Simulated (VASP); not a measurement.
Calculation: PBEsol GGA, VASP's PBE PAW potentials (set 64) (plane waves; VASP).

VASP input:

INCAR:
```
SYSTEM=CoAl
PREC=Accurate; ENCUT=400; LREAL=.FALSE.
LASPH=.TRUE.
EDIFF=1E-8; NELM=100; ALGO=Normal
LMAXMIX=4
ISMEAR=1; SIGMA=0.1
GGA=PS
IBRION=1; NSW=30; ISIF=2
EDIFFG=-0.001
LWAVE=.FALSE.; LCHARG=.FALSE.
```

**KPOINTS**
```
Automatic mesh
0
Gamma
12 12 12
0 0 0
```

File POSCAR:
```
CoAl
1
    2.8219163493     0.0000000000     0.0000000000
    0.0000000000     2.8219163493     0.0000000000
    0.0000000000     0.0000000000     2.8219163493
Al Co
1 1
Direct
  0.5000000000   0.5000000000   0.5000000000
  0.0000000000   0.0000000000   0.0000000000
```

POTCAR, in this order: Al Co (PBE.64 set). Program: vasp_std.

Output

OSZICAR:
```
       N       E                     dE             d eps       ncg     rms          rms(c)
DAV:   1     0.282537225129E+02    0.28254E+02   -0.45059E+03  1744   0.102E+03
DAV:   2    -0.139865737085E+02   -0.42240E+02   -0.40004E+02  1690   0.175E+02
DAV:   3    -0.149849593798E+02   -0.99839E+00   -0.99166E+00  2062   0.348E+01
DAV:   4    -0.150011780881E+02   -0.16219E-01   -0.16189E-01  2012   0.404E+00
DAV:   5    -0.150016827492E+02   -0.50466E-03   -0.50465E-03  1968   0.712E-01    0.135E+01
DAV:   6    -0.178391653060E+02   -0.28375E+01   -0.78732E+01  1868   0.134E+02    0.179E+01
DAV:   7    -0.131091224381E+02    0.47300E+01   -0.33870E+01  1840   0.843E+01    0.191E+00
DAV:   8    -0.130988127662E+02    0.10310E-01   -0.23885E-01  1776   0.419E+00    0.123E+00
DAV:   9    -0.130826543358E+02    0.16158E-01   -0.44067E-02  2042   0.291E+00    0.332E-01
DAV:  10    -0.130820494894E+02    0.60485E-03   -0.14909E-03  2028   0.538E-01    0.152E-01
DAV:  11    -0.130820317104E+02    0.17779E-04   -0.35496E-05  2058   0.561E-02    0.290E-02
DAV:  12    -0.130820246377E+02    0.70726E-05   -0.29784E-05  1976   0.764E-02    0.582E-03
DAV:  13    -0.130820245614E+02    0.76299E-07   -0.52193E-07  2126   0.656E-03    0.219E-03
DAV:  14    -0.130820245122E+02    0.49253E-07   -0.79809E-08  1762   0.317E-03    0.115E-03
DAV:  15    -0.130820245336E+02   -0.21365E-07   -0.21141E-08   954   0.175E-03    0.146E-04
DAV:  16    -0.130820245328E+02    0.75715E-09   -0.15663E-09   878   0.403E-04
   1 F= -.13082025E+02 E0= -.13081954E+02  d E =-.130820E+02
```

OUTCAR:
```
------------------------ aborting loop because EDIFF is reached ----------------------------------------
  FORCE on cell =-STRESS in cart. coord.  units (eV):
  Direction    XX          YY          ZZ          XY          YZ          ZX
  --------------------------------------------------------------------------------------
  Total       -0.0095290     -0.0095290     -0.0095290     -0.0000000      0.0000000     -0.0000000
  in kB       -0.6794025     -0.6794025     -0.6794025     -0.0000000      0.0000000     -0.0000000
  external PRESSURE =      -0.6794025 kB  Pullay stress =       0.0000000 kB
  volume of cell :       22.47
      direct lattice vectors                 reciprocal lattice vectors
     2.821916349  0.000000000  0.000000000     0.354369115  0.000000000  0.000000000
     0.000000000  2.821916349  0.000000000     0.000000000  0.354369115  0.000000000
     0.000000000  0.000000000  2.821916349     0.000000000  0.000000000  0.354369115
 POSITION                                       TOTAL-FORCE (eV/Angst)
 -----------------------------------------------------------------------------------
      1.41096      1.41096      1.41096         0.000000      0.000000      0.000000
      0.00000      0.00000      0.00000         0.000000      0.000000      0.000000
 -----------------------------------------------------------------------------------
    total drift:                                0.000000      0.000000     -0.000000
  FREE ENERGIE OF THE ION-ELECTRON SYSTEM (eV)
  ---------------------------------------------------
  free  energy   TOTEN  =       -13.0820245328 eV

  energy  without entropy=      -13.0818117934  energy(sigma->0) =      -13.08195362

 reached required accuracy - stopping structural energy minimisation
```
(Selected blocks of OUTCAR.)

### OUTCAR
```
 val. band max:       10.8605394048   @ k =   0.5000   0.3333   0.0000

 cond. band min:      10.8834815710   @ k =   0.5000   0.4167   0.2500


 Fermi energy:        10.8700282312

 k-point     1 :       0.0000    0.0000    0.0000
  band No.  band energies     occupation
      1      -0.4221      2.00000
      2       7.7300      2.00000
      3       7.7300      2.00000
      4       9.9968      2.00000
      5       9.9968      2.00000
      6       9.9968      2.00000
      7      16.9615      0.00000
      8      16.9615      0.00000
      9      16.9615      0.00000
     10      19.7260      0.00000

 k-point     2 :       0.0833    0.0000    0.0000
  band No.  band energies     occupation
      1      -0.2875      2.00000
      2       7.7179      2.00000
      3       7.7680      2.00000
      4       9.9235      2.00000
      5       9.9235      2.00000
      6      10.0047      2.00000
      7      15.7708      0.00000
      8      17.1491      0.00000
      9      17.1491      0.00000
     10      19.7050      0.00000

 k-point     3 :       0.1667    0.0000    0.0000
  band No.  band energies     occupation
      1       0.1127      2.00000
      2       7.6291      2.00000
      3       7.8738      2.00000
      4       9.7340      2.00000
      5       9.7340      2.00000
      6      10.0264      2.00000
      7      13.9549      0.00000
      8      17.6818      0.00000
      9      17.6818      0.00000
     10      19.6423      0.00000

 k-point     4 :       0.2500    0.0000    0.0000
  band No.  band energies     occupation
      1       0.7685      2.00000
      2       7.2957      2.00000
      3       8.0238      2.00000
      4       9.4978      2.00000
      5       9.4978      2.00000
      6      10.0558      2.00000
      7      12.4339     -0.00000
      8      18.4940      0.00000
      9      18.4940      0.00000
     10      19.5453      0.00000

 k-point     5 :       0.3333    0.0000    0.0000
...
```

The compound is CoAl in the CsCl type structure. It was relaxed first. The start is the result of an earlier pass. The run is not spin-polarised, so no magnetic state was tried.
